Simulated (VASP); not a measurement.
Output of a VASP run:

**OSZICAR**
```
       N       E                     dE             d eps       ncg     rms          rms(c)
DAV:   1     0.155431868455E+03    0.15543E+03   -0.18007E+05   910   0.553E+05
DAV:   2    -0.242002987775E+03   -0.39743E+03   -0.37403E+03  1395   0.431E+02
DAV:   3    -0.134010535854E+03    0.10799E+03   -0.11426E+03  1367   0.178E+02
DAV:   4    -0.473888662886E+02    0.86622E+02   -0.60145E+02  1355   0.738E+01
DAV:   5    -0.100649931939E+03   -0.53261E+02   -0.10032E+03  1391   0.228E+01    0.367E+01
DAV:   6    -0.341265785539E+01    0.97237E+02   -0.17642E+02  1166   0.519E+01    0.110E+01
DAV:   7    -0.436190641423E+01   -0.94925E+00   -0.83578E+00  1235   0.906E+00    0.748E+00
DAV:   8    -0.420698875701E+01    0.15492E+00   -0.71161E-01   965   0.688E+00    0.126E+00
DAV:   9    -0.442136337292E+01   -0.21437E+00   -0.45468E-01   928   0.716E+00    0.405E-01
DAV:  10    -0.437798588461E+01    0.43377E-01   -0.22485E-01   930   0.370E+00    0.371E-01
DAV:  11    -0.437101666775E+01    0.69692E-02   -0.42234E+00   910   0.122E+02    0.627E-01
DAV:  12    -0.441801146634E+01   -0.46995E-01   -0.36358E-01   910   0.787E+00    0.391E-02
DAV:  13    -0.441992934645E+01   -0.19179E-02   -0.47836E-03  1110   0.760E-01    0.930E-02
DAV:  14    -0.441976689828E+01    0.16245E-03   -0.94935E-05  1069   0.975E-02    0.103E-01
DAV:  15    -0.442018505103E+01   -0.41815E-03   -0.74973E-05   955   0.928E-02    0.478E-02
DAV:  16    -0.442036176432E+01   -0.17671E-03   -0.13545E-04   920   0.136E-01    0.492E-02
DAV:  17    -0.442036337945E+01   -0.16151E-05   -0.70617E-06  1121   0.314E-02    0.287E-02
DAV:  18    -0.442036522525E+01   -0.18458E-05   -0.18089E-06   975   0.136E-02    0.206E-02
DAV:  19    -0.442036432410E+01    0.90114E-06   -0.22916E-06   935   0.194E-02    0.592E-03
DAV:  20    -0.442036451780E+01   -0.19370E-06   -0.24642E-07   967   0.624E-03    0.376E-03
DAV:  21    -0.442036451196E+01    0.58417E-08   -0.70476E-08   670   0.431E-03
   1 F= -.44203645E+01 E0= -.44203645E+01  d E =0.000000E+00
       N       E                     dE             ncg
       N       E                     dE             ncg
```

File OUTCAR:
```
------------------------ aborting loop because EDIFF is reached ----------------------------------------
  FORCE on cell =-STRESS in cart. coord.  units (eV):
  Direction    XX          YY          ZZ          XY          YZ          ZX
  --------------------------------------------------------------------------------------
  Total       -0.0127375     -0.0127375     -0.0127375      0.0000000      0.0000000      0.0000000
  in kB       -0.5026179     -0.5026179     -0.5026179      0.0000000      0.0000000      0.0000000
  external PRESSURE =      -0.5026179 kB  Pullay stress =       0.0000000 kB
  volume of cell :       40.60
      direct lattice vectors                 reciprocal lattice vectors
     0.000000000  2.727987499  2.727987499    -0.183285297  0.183285297  0.183285297
     2.727987499  0.000000000  2.727987499     0.183285297 -0.183285297  0.183285297
     2.727987499  2.727987499  0.000000000     0.183285297  0.183285297 -0.183285297
  FREE ENERGIE OF THE ION-ELECTRON SYSTEM (eV)
  ---------------------------------------------------
  free  energy   TOTEN  =        -4.4203645120 eV

  energy  without entropy=       -4.4203645120  energy(sigma->0) =       -4.42036451

 total charge

# of ion       s       p       d       tot
------------------------------------------
    1        0.838   0.825  10.021  11.685
    2        1.022   1.536   0.000   2.559
--------------------------------------------------
tot          1.861   2.361  10.021  14.244
```
(Selected blocks of OUTCAR.)

File POSCAR:
```
GaP
1
    0.0000000000     2.7279874993     2.7279874993
    2.7279874993     0.0000000000     2.7279874993
    2.7279874993     2.7279874993     0.0000000000
Ga P
1 1
Direct
  1.0000000000   0.0000000000   1.0000000000
  0.2500000000   0.2500000000   0.2500000000
```

Task: Write an INCAR and KPOINTS that could have produced this output.

Result: This is not unique; one that fits is the input of the run itself, revTPSS meta-GGA, plane waves, VASP's PBE PAW potentials (set 64).

KPOINTS:
```
Automatic mesh
0
Gamma
9 9 9
0 0 0
```

INCAR:
```
ALGO  =  Normal
EDIFF  =  1E-7
ENCUT  =  520
ISIF  =  2
ISMEAR  =  -5
LASPH  =  .True.
LCHARG  =  .False.
LMAXMIX  =  4
LMIXTAU  =  .True.
LORBIT  =  11
LREAL  =  .False.
LWAVE  =  .False.
METAGGA  =  RTPSS
NEDOS  =  601
NELM  =  100
PREC  =  Accurate
SYSTEM  =  GaP
```

**KPOINTS_OPT**
```
k-points along high-symmetry lines
10
Line-mode
Reciprocal
  0.000000   0.000000   0.000000 ! GAMMA
 -0.500000  -0.500000   0.000000 ! X

 -0.500000  -0.500000   0.000000 ! X
 -0.375000  -0.375000   0.250000 ! U

 -0.375000  -0.000000   0.375000 ! K
  0.000000   0.000000   0.000000 ! GAMMA

  0.000000   0.000000   0.000000 ! GAMMA
 -0.000000   0.000000   0.500000 ! L

 -0.000000   0.000000   0.500000 ! L
 -0.500000  -0.250000   0.250000 ! W

 -0.500000  -0.250000   0.250000 ! W
 -0.500000  -0.500000   0.000000 ! X
```

POTCAR, in this order: Ga_d P (PBE.64 set). Program: vasp_std.

The compound is GaP in the zinc blende structure. It was relaxed first.
